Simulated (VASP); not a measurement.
Output of a VASP run:

**OSZICAR**
```
       N       E                     dE             d eps       ncg     rms          rms(c)
DAV:   1     0.711474724572E+02    0.71147E+02   -0.86725E+03  4590   0.164E+03
DAV:   2    -0.350586330564E+02   -0.10621E+03   -0.10183E+03  7410   0.278E+02
DAV:   3    -0.390340287911E+02   -0.39754E+01   -0.39117E+01  4972   0.653E+01
DAV:   4    -0.391465213198E+02   -0.11249E+00   -0.10906E+00  6425   0.935E+00
DAV:   5    -0.391492340272E+02   -0.27127E-02   -0.27145E-02  5528   0.123E+00    0.923E+00
DAV:   6    -0.372026274813E+02    0.19466E+01   -0.20594E+00  4846   0.131E+01    0.541E+00
DAV:   7    -0.365885311942E+02    0.61410E+00   -0.22466E+00  4767   0.136E+01    0.145E+00
DAV:   8    -0.365953321222E+02   -0.68009E-02   -0.53534E-02  5638   0.221E+00    0.925E-02
DAV:   9    -0.365954760292E+02   -0.14391E-03   -0.18710E-03  5423   0.430E-01    0.535E-02
DAV:  10    -0.365956789365E+02   -0.20291E-03   -0.23332E-04  5047   0.168E-01    0.238E-02
DAV:  11    -0.365956773816E+02    0.15549E-05   -0.23238E-05  5463   0.479E-02    0.293E-03
DAV:  12    -0.365956777319E+02   -0.35023E-06   -0.12730E-06  3463   0.126E-02
   1 F= -.36595678E+02 E0= -.36595724E+02  d E =0.138784E-03
```

OUTCAR:
```
------------------------ aborting loop because EDIFF is reached ----------------------------------------
  FORCE on cell =-STRESS in cart. coord.  units (eV):
  Direction    XX          YY          ZZ          XY          YZ          ZX
  --------------------------------------------------------------------------------------
  Total       -1.1848410      6.2159206      0.7683280      0.9661716      0.0000000      0.0000000
  in kB      -54.3832380    285.3057106     35.2656335     44.3464929      0.0000000      0.0000000
  external PRESSURE =      88.7293687 kB  Pullay stress =       0.0000000 kB
  volume of cell :       34.91
      direct lattice vectors                 reciprocal lattice vectors
     1.247639000 -2.082929000  0.000000000     0.400756950 -0.240046588  0.000000000
     1.247639000  2.082929000  0.000000000     0.400756950  0.240046588  0.000000000
     0.000000000  0.000000000  6.716023000     0.000000000  0.000000000  0.148897644
 POSITION                                       TOTAL-FORCE (eV/Angst)
 -----------------------------------------------------------------------------------
      0.00000      0.00000      1.67901         0.011879      0.530025      0.000000
      0.00000      0.00000      5.03702         4.253892     -0.153785      0.000000
      1.24764      0.69431      1.67901        -0.006032     -0.534032      0.000000
      1.32652     -0.69431      5.03702        -4.259739      0.157793      0.000000
 -----------------------------------------------------------------------------------
    total drift:                                0.000189      0.000055      0.000000
  FREE ENERGIE OF THE ION-ELECTRON SYSTEM (eV)
  ---------------------------------------------------
  free  energy   TOTEN  =       -36.5956777319 eV

  energy  without entropy=      -36.5958165158  energy(sigma->0) =      -36.59572399
```
(Selected blocks of OUTCAR.)

### POSCAR
```
C
1
    1.2476390000    -2.0829290000     0.0000000000
    1.2476390000     2.0829290000     0.0000000000
    0.0000000000     0.0000000000     6.7160230000
C
4
Direct
  0.0000000000   0.0000000000   0.2500000000
  0.0000000000   0.0000000000   0.7500000000
  0.3333330000   0.6666670000   0.2500000000
  0.6982810000   0.3649470000   0.7500000000
```

Task: Write an INCAR and KPOINTS that could have produced this output.

Result: This is not unique; one that fits is the input of the run itself, PBE GGA, plane waves, VASP's PBE PAW potentials (set 64).

### KPOINTS
```
Automatic mesh
0
Gamma
  13 13 4
```

### INCAR
```
GGA=PE
NBANDS=9
LCHARG=.False.
SIGMA=0.1
ENCUT=520
ALGO=Normal   # blocked Davidson
EDIFF=1E-6
LWAVE=.False.
ISMEAR=1   # Methfessel-Paxton
ISIF=2   # forces and stress, cell fixed
LREAL=.False.   # projection in real space or not
NELM=100   # most electronic steps
PREC=Accurate
LASPH=.True.   # aspherical one-centre terms
SYSTEM=C
```

POTCAR, in this order: C (PBE.64 set). Program: vasp_std.

The compound is C in the graphite structure. The cell was not relaxed at this level. The run is one of a series of settings (NBANDS = 9 against the base run), some of them coarse on purpose. VASP warned that the highest band is occupied, so more bands are needed.
